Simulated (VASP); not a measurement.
## ZrB: single point with r2SCAN

Crystal: ZrB.

```
Zr B
1.0
     0.00000    2.45643    2.45643
     2.45643    0.00000    2.45643
     2.45643    2.45643    0.00000
Zr B
1 1
Direct
  0.00000 0.00000 0.00000
  0.50000 0.50000 0.50000
```

```json
{
  "Program": "VASP 6.6.1",
  "Task": "single point",
  "Functional": "r2SCAN",
  "Potentials or basis": "VASP PAW PBE potentials, release 64 (Zr_sv, B)",
  "Cutoff": "520 eV",
  "k mesh": "7 × 7 × 7",
  "Occupations": "fermi-dirac, width 0.0502 eV",
  "Spin": "no spin polarisation"
}
```

| Item | Value |
| --- | --- |
| Pressure | 0.1 GPa |
| Band gap on the k mesh | none (metal or under the smearing width) |

Levels at points of the mesh, in eV from the Fermi level:
| k point | band 3 | band 4 | band 5 | band 6 | band 7 | band 8 | band 9 | band 10 | band 11 | band 12 |
| --- | --- | --- | --- | --- | --- | --- | --- | --- | --- | --- |
| (0.00, 0.00, 0.00) | -26.26 | -26.26 | -8.57 | 2.02 | 2.02 | 2.02 | 3.30 | 3.30 | 3.62 | 3.62 |

Wall time 29 s on 1 thread of Intel(R) Xeon(R) Platinum 8488C (Sapphire Rapids), on a shared host, peak memory 0.16 GiB.

Caveat: the PAW data sets were made with another functional, which shifts forces and pressure a little.
